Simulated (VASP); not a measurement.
Input for VASP

### INCAR
```
ALGO = Normal
EDIFF = 1E-7
ENCUT = 520
ISIF = 2
ISMEAR = 0
LASPH = .True.
LCHARG = .False.
LMAXMIX = 4
LMIXTAU = .True.
LREAL = .False.
LWAVE = .False.
METAGGA = R2SCAN
NELM = 100
PREC = Accurate
SIGMA = 0.05
SYSTEM = BAs
```

POSCAR:
```
BAs
2.393210
  0.0000000000   1.0000000581   1.0000000581
  1.0000000581   0.0000000000   1.0000000581
  1.0000000581   1.0000000581   0.0000000000
B As
1 1
direct
  0.0000000000   0.0000000000   0.0000000000
  0.2500000000   0.2500000000   0.2500000000
```

File KPOINTS:
```
Automatic mesh
0
Gamma
10 10 10
0 0 0
```

POTCAR, in this order: B As (PBE.64 set). Program: vasp_std.

Question: Translate this r2SCAN calculation to Ansatz.

Answer: One equivalent input (not run):
Ansatz 0.2 input:
```yaml
crystal:
  lattice:
    - [0.0000000, 2.3932101, 2.3932101]
    - [2.3932101, 0.0000000, 2.3932101]
    - [2.3932101, 2.3932101, 0.0000000]
  atoms:
    - { symbol: B, position: [0.0000000, 0.0000000, 0.0000000] }
    - { symbol: As, position: [0.2500000, 0.2500000, 0.2500000] }
kpoints:
  mp_grid: { grid: [10, 10, 10] }
hamiltonian:
  xc: r2scan
  pseudopotentials: { kind: paw }
scf:
  occupations: { method: gaussian, width: 0.05 }
  max_iter: 100
output: { forces: true, stress: true, eigenvalues: true }
```
The two are equivalent in intent, not identical: each code has its own PAW files, so the cut-off isn't converted (ENCUT is set for VASP's; basis.ecutwfc is left out, and Ansatz then takes the one that its files recommend); Ansatz stops its SCF on the density residual and VASP on the energy change (EDIFF).

The compound is BAs in the zinc blende structure. It was relaxed first.
